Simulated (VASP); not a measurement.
Computed with revPBE GGA, VASP's PBE PAW potentials (set 64) (plane waves; VASP).

A VASP calculation is set up with these files.

File KPOINTS:
```
k-points along high-symmetry lines
10
Line-mode
Reciprocal
  0.000000   0.000000   0.000000 ! GAMMA
  0.000000   0.500000   0.000000 ! M

  0.000000   0.500000   0.000000 ! M
 -0.333333   0.666667   0.000000 ! K

 -0.333333   0.666667   0.000000 ! K
  0.000000   0.000000   0.000000 ! GAMMA

  0.000000   0.000000   0.000000 ! GAMMA
  0.000000   0.000000   0.500000 ! A

  0.000000   0.000000   0.500000 ! A
  0.000000   0.500000   0.500000 ! L

  0.000000   0.500000   0.500000 ! L
 -0.333333   0.666667   0.500000 ! H

 -0.333333   0.666667   0.500000 ! H
  0.000000   0.000000   0.500000 ! A

  0.000000   0.500000   0.500000 ! L
  0.000000   0.500000   0.000000 ! M

 -0.333333   0.666667   0.500000 ! H
 -0.333333   0.666667   0.000000 ! K
```

**INCAR**
```
SYSTEM = C
PREC = Accurate; ENCUT = 520; LREAL = .FALSE.
LASPH = .TRUE.; ICHARG = 11
EDIFF = 1E-7; NELM = 100; ALGO = Normal
ISMEAR = 0; SIGMA = 0.05
GGA = RE
LWAVE = .FALSE.; LCHARG = .FALSE.; LORBIT = 11
```

**POSCAR**
```
C
2.4758080
  0.5000000642  -0.8660253122   0.0000000000
  0.5000000642   0.8660253122   0.0000000000
  0.0000000000   0.0000000000   3.8567213173
C
4
direct
  0.0000000000   0.0000000000   0.2500000000
  0.0000000000   0.0000000000   0.7500000000
  0.3333330000   0.6666670000   0.2500000000
  0.6666670000   0.3333330000   0.7500000000
```

POTCAR, in this order: C (PBE.64 set). Program: vasp_std. Read from the step before: CHGCAR.

What VASP printed:

**OUTCAR**
```
 ion  position               nearest neighbor table
   1  0.000  0.000  0.250-   3 1.43   3 1.43   3 1.43
   2  0.000  0.000  0.750-   4 1.43   4 1.43   4 1.43
   3  0.333  0.667  0.250-   1 1.43   1 1.43   1 1.43
   4  0.667  0.333  0.750-   2 1.43   2 1.43   2 1.43
  LATTYP: Found a hexagonal cell.
 ALAT       =     2.4758078831
 C/A-ratio  =     3.8567214994
 Subroutine PRICEL returns:
 Original cell was already a primitive cell.
 Subroutine GETGRP returns: Found 24 space group operations
The static configuration has the point symmetry D_3d.
 The point group associated with its full space group is D_6h.
The dynamic configuration has the point symmetry D_3d.
 Subroutine INISYM returns: Found 24 space group operations
   k-points           NKPTS =     90   k-points in BZ     NKDIM =     90   number of bands    NBANDS=     12
   number of dos      NEDOS =    301   number of ions     NIONS =      4
   total plane-waves  NPLWV =  23328
   dimension x,y,z NGX =    18 NGY =   18 NGZ =   72
   dimension x,y,z NGXF=    36 NGYF=   36 NGZF=  144
   ions per type =               4
   PREC   = accura    normal or accurate (medium, high low for compatibility)
   ISTART =      0    job   : 0-new  1-cont  2-samecut
   ICHARG =     11    charge: 1-file 2-atom 10-const
   ISPIN  =      1    spin polarized calculation?
   LNONCOLLINEAR =      F non collinear calculations
   LSORBIT =      F    spin-orbit coupling
   INIWAV =      1    electr: 0-lowe 1-rand  2-diag
   ENCUT  =  520.0 eV  38.22 Ry    6.18 a.u.   4.60  4.60 17.75*2*pi/ulx,y,z
   NELM   =    100;   NELMIN=  2; NELMDL= -5     # of ELM steps
   EDIFF  = 0.1E-06   stopping-criterion for ELM
   LREAL  =      F    real-space projection
   NLSPLINE    = F    spline interpolate recip. space projectors
   LMAXMIX     =    2 max onsite mixed and CHGCAR
   VOSKOWN=      0    Vosko Wilk Nusair interpolation
   EDIFFG = 0.1E-05   stopping-criterion for IOM
   NSW    =      0    number of steps for IOM
   NBLOCK =      1;   KBLOCK =      1    inner block; outer block
   IBRION =     -1    ionic relax: 0-MD 1-quasi-New 2-CG
   NFREE  =      0    steps in history (QN), initial steepest desc. (CG)
...
```

**OSZICAR**
```
       N       E                     dE             d eps       ncg     rms          rms(c)
DAV:   1     0.671621751961E+02    0.67162E+02   -0.74994E+03  2160   0.115E+03
DAV:   2    -0.264030037153E+02   -0.93565E+02   -0.82146E+02  3088   0.216E+02
DAV:   3    -0.318098224678E+02   -0.54068E+01   -0.53317E+01  2696   0.557E+01
DAV:   4    -0.319009953974E+02   -0.91173E-01   -0.91058E-01  2768   0.795E+00
DAV:   5    -0.319028761190E+02   -0.18807E-02   -0.18801E-02  2732   0.110E+00
DAV:   6    -0.319029370568E+02   -0.60938E-04   -0.60930E-04  2844   0.189E-01
DAV:   7    -0.319029390824E+02   -0.20256E-05   -0.20253E-05  2708   0.315E-02
DAV:   8    -0.319029391564E+02   -0.74053E-07   -0.73925E-07  2548   0.577E-03
   1 F= -.31902939E+02 E0= -.31895668E+02  d E =-.145416E-01
```

File OUTCAR:
```
 val. band max:        2.0800021890   @ k =  -0.3333   0.6667   0.2222

 cond. band min:       2.0800324702   @ k =  -0.3333   0.6667   0.2778



 k-point     1 :       0.0000    0.0000    0.0000
  band No.  band energies     occupation
      1     -17.4131      2.00000
      2     -17.4029      2.00000
      3      -5.5505      2.00000
      4      -5.3444      2.00000
      5      -0.9577      2.00000
      6      -0.9576      2.00000
      7      -0.9575      2.00000
      8      -0.9574      2.00000
      9       5.2110      0.00000
     10       7.6614      0.00000
     11      10.3200      0.00000
     12      10.3877      0.00000

 k-point     2 :       0.0000    0.0556    0.0000
  band No.  band energies     occupation
      1     -17.3406      2.00000
      2     -17.3305      2.00000
      3      -5.4639      2.00000
      4      -5.2587      2.00000
      5      -1.2570      2.00000
      6      -1.2567      2.00000
      7      -1.1126      2.00000
      8      -1.1123      2.00000
      9       5.3068      0.00000
     10       7.7534      0.00000
     11      10.3092      0.00000
     12      10.3887      0.00000

 k-point     3 :       0.0000    0.1111    0.0000
  band No.  band energies     occupation
      1     -17.1231      2.00000
      2     -17.1131      2.00000
      3      -5.2049      2.00000
      4      -5.0026      2.00000
      5      -2.0779      2.00000
      6      -2.0772      2.00000
      7      -1.5241      2.00000
      8      -1.5237      2.00000
      9       5.5943      0.00000
     10       8.0280      0.00000
     11      10.2977      0.00000
     12      10.4806      0.00000

 k-point     4 :       0.0000    0.1667    0.0000
  band No.  band energies     occupation
      1     -16.7618      2.00000
      2     -16.7521      2.00000
      3      -4.7768      2.00000
      4      -4.5793      2.00000
      5      -3.2541      2.00000
      6      -3.2529      2.00000
      7      -2.0780      2.00000
...
```

The density is held fixed in this step, so its total energy and stress have no physical meaning. Without a dispersion term in the relaxation, distances and binding between the weakly bound layers, chains or molecules are unreliable, and so is what depends on them.

The compound is C in the graphite structure. It was relaxed first, which changed the volume by +44 %.
